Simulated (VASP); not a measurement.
All values below come from PBEsol GGA, VASP's PBE PAW potentials (set 64) (plane waves; VASP).

A VASP calculation is set up with these files.

### INCAR
```
SIGMA = 0.01
ENCUT = 400   # plane-wave cut-off (eV)
LCHARG = F
ISMEAR = 0
GGA = PS   # PBEsol
NELM = 100   # most electronic steps
LEPSILON = T
LREAL = F   # projection in real space or not
LASPH = T   # aspherical one-centre terms
ALGO = Normal
PREC = Accurate
LWAVE = F
EDIFF = 1E-8
SYSTEM = NaCl
NSW = 1   # most ionic steps
IBRION = 8   # DFPT with symmetry
```

**POSCAR**
```
NaCl
1.0
  0.0000000000   2.7959587678   2.7959587678
  2.7959587678   0.0000000000   2.7959587678
  2.7959587678   2.7959587678   0.0000000000
Cl Na
1 1
Direct
  0.0000000000   0.0000000000   0.0000000000
  0.5000000000   0.5000000000   0.5000000000
```

**KPOINTS**
```
Automatic mesh
0
Gamma
8 8 8
0 0 0
```

POTCAR, in this order: Cl Na_pv (PBE.64 set). Program: vasp_std.

Output

File OUTCAR:
```
 ion  position               nearest neighbor table
   1  0.000  0.000  0.000-
   2  0.500  0.500  0.500-
  LATTYP: Found a face centered cubic cell.
 ALAT       =     5.5919175356
 Subroutine PRICEL returns:
 Original cell was already a primitive cell.
 Subroutine GETGRP returns: Found 48 space group operations
The static configuration has the point symmetry O_h .
The dynamic configuration has the point symmetry O_h .
 Subroutine INISYM returns: Found 48 space group operations
 Subroutine IBZKPT returns following result:
 Found     29 irreducible k-points:

 Following reciprocal coordinates:
            Coordinates               Weight
  0.000000  0.000000  0.000000      1.000000
  0.125000  0.000000  0.000000      8.000000
  0.250000  0.000000  0.000000      8.000000
  0.375000  0.000000  0.000000      8.000000
  0.500000  0.000000  0.000000      4.000000
  0.125000  0.125000  0.000000      6.000000
  0.250000  0.125000  0.000000     24.000000
  0.375000  0.125000  0.000000     24.000000
  0.500000  0.125000  0.000000     24.000000
 -0.375000  0.125000  0.000000     24.000000
 -0.250000  0.125000  0.000000     24.000000
 -0.125000  0.125000  0.000000     12.000000
  0.250000  0.250000  0.000000      6.000000
  0.375000  0.250000  0.000000     24.000000
  0.500000  0.250000  0.000000     24.000000
 -0.375000  0.250000  0.000000     24.000000
 -0.250000  0.250000  0.000000     12.000000
  0.375000  0.375000  0.000000      6.000000
  0.500000  0.375000  0.000000     24.000000
 -0.375000  0.375000  0.000000     12.000000
  0.500000  0.500000  0.000000      3.000000
  0.375000  0.250000  0.125000     24.000000
  0.500000  0.250000  0.125000     48.000000
 -0.375000  0.250000  0.125000     24.000000
  0.500000  0.375000  0.125000     24.000000
 -0.375000  0.375000  0.125000     48.000000
 -0.250000  0.375000  0.125000     24.000000
 -0.375000  0.500000  0.125000     12.000000
 -0.250000  0.500000  0.250000      6.000000
 Subroutine IBZKPT_HF returns following result:
   k-points           NKPTS =     29   k-points in BZ     NKDIM =     29   number of bands    NBANDS=     11
   number of dos      NEDOS =    301   number of ions     NIONS =      2
   total plane-waves  NPLWV =  21952
   dimension x,y,z NGX =    28 NGY =   28 NGZ =   28
   dimension x,y,z NGXF=    56 NGYF=   56 NGZF=   56
   ions per type =               1   1
   PREC   = accura    normal or accurate (medium, high low for compatibility)
   ISTART =      0    job   : 0-new  1-cont  2-samecut
   ICHARG =      2    charge: 1-file 2-atom 10-const
   ISPIN  =      1    spin polarized calculation?
   LNONCOLLINEAR =      F non collinear calculations
   LSORBIT =      F    spin-orbit coupling
   INIWAV =      1    electr: 0-lowe 1-rand  2-diag
   ENCUT  =  400.0 eV  29.40 Ry    5.42 a.u.   6.45  6.45  6.45*2*pi/ulx,y,z
   NELM   =    100;   NELMIN=  2; NELMDL= -5     # of ELM steps
   EDIFF  = 0.1E-07   stopping-criterion for ELM
   LREAL  =      F    real-space projection
   NLSPLINE    = F    spline interpolate recip. space projectors
   LMAXMIX     =    2 max onsite mixed and CHGCAR
   VOSKOWN=      0    Vosko Wilk Nusair interpolation
   EDIFFG = 0.1E-06   stopping-criterion for IOM
   NSW    =      1    number of steps for IOM
   NBLOCK =      1;   KBLOCK =      1    inner block; outer block
   IBRION =      8    ionic relax: 0-MD 1-quasi-New 2-CG
   NFREE  =      0    steps in history (QN), initial steepest desc. (CG)
   ISIF   =      2    stress and relaxation
   ISYM   =      2    0-nonsym 1-usesym 2-fastsym
   TEIN   =    0.0    initial temperature
   TEBEG  =    0.0;   TEEND  =   0.0 temperature during run
...
```

OUTCAR:
```


 HEAD OF MICROSCOPIC STATIC DIELECTRIC TENSOR (INDEPENDENT PARTICLE, excluding Hartree and local field effects)
 ------------------------------------------------------
           2.831977     0.000000    -0.000000
           0.000000     2.831977     0.000000
          -0.000000     0.000000     2.831977
 ------------------------------------------------------

 MACROSCOPIC STATIC DIELECTRIC TENSOR (including local field effects in DFT)
 ------------------------------------------------------
           2.571106     0.000000    -0.000000
          -0.000000     2.571106    -0.000000
           0.000000     0.000000     2.571106
 ------------------------------------------------------

 PIEZOELECTRIC TENSOR (including local field effects)  for field in x, y, z        (e  Angst)
          XX          YY          ZZ          XY          YZ          ZX
  --------------------------------------------------------------------------------
  x     0.00000     0.00000     0.00000     0.00000     0.00000     0.00000
  y     0.00000     0.00000     0.00000     0.00000     0.00000     0.00000
  z     0.00000     0.00000     0.00000     0.00000     0.00000     0.00000

 PIEZOELECTRIC TENSOR (including local field effects)  for field in x, y, z        (C/m^2)
          XX          YY          ZZ          XY          YZ          ZX
  --------------------------------------------------------------------------------
  x     0.00000     0.00000     0.00000     0.00000     0.00000     0.00000
  y     0.00000     0.00000     0.00000     0.00000     0.00000     0.00000
  z     0.00000     0.00000     0.00000     0.00000     0.00000     0.00000

 BORN EFFECTIVE CHARGES (including local field effects) (in |e|, cummulative output)
 ---------------------------------------------------------------------------------
 ion    1
    1    -1.08921     0.00000     0.00000
    2     0.00000    -1.08921     0.00000
    3     0.00000     0.00000    -1.08921
 ion    2
    1     1.08921     0.00000     0.00000
    2     0.00000     1.08921     0.00000
    3     0.00000     0.00000     1.08921

   1 f  =    5.109472 THz    32.103757 2PiTHz  170.433626 cm-1    21.131067 meV

   2 f  =    5.109472 THz    32.103757 2PiTHz  170.433626 cm-1    21.131067 meV

   3 f  =    5.109472 THz    32.103757 2PiTHz  170.433626 cm-1    21.131067 meV

   4 f/i=    0.004019 THz     0.025252 2PiTHz    0.134058 cm-1     0.016621 meV

   5 f/i=    0.004019 THz     0.025252 2PiTHz    0.134058 cm-1     0.016621 meV

   6 f/i=    0.004019 THz     0.025252 2PiTHz    0.134058 cm-1     0.016621 meV

 MACROSCOPIC STATIC DIELECTRIC TENSOR IONIC CONTRIBUTION
 ------------------------------------------------------
           3.297647     0.000000     0.000000
           0.000000     3.297647    -0.000000
           0.000000    -0.000000     3.297647
 ------------------------------------------------------

 ELASTIC MODULI CONTR FROM IONIC RELAXATION (kBar)
 Direction    XX          YY          ZZ          XY          YZ          ZX
 --------------------------------------------------------------------------------
 XX           0.0000      0.0000      0.0000      0.0000      0.0000      0.0000
 YY           0.0000      0.0000      0.0000      0.0000      0.0000      0.0000
 ZZ           0.0000      0.0000      0.0000      0.0000      0.0000      0.0000
 XY           0.0000      0.0000      0.0000      0.0000      0.0000      0.0000
 YZ           0.0000      0.0000      0.0000      0.0000      0.0000      0.0000
 ZX           0.0000      0.0000      0.0000      0.0000      0.0000      0.0000
 --------------------------------------------------------------------------------

 PIEZOELECTRIC TENSOR IONIC CONTR  for field in x, y, z        (C/m^2)
          XX          YY          ZZ          XY          YZ          ZX
  --------------------------------------------------------------------------------
  x     0.00000     0.00000     0.00000     0.00000     0.00000     0.00000
  y     0.00000     0.00000     0.00000     0.00000     0.00000     0.00000
  z     0.00000     0.00000     0.00000     0.00000     0.00000     0.00000
```
(Selected blocks of OUTCAR.)

The structure comes from a measured NaCl entry (Fm-3m) of the Crystallography Open Database, whose conditions weren't checked. It was relaxed first.
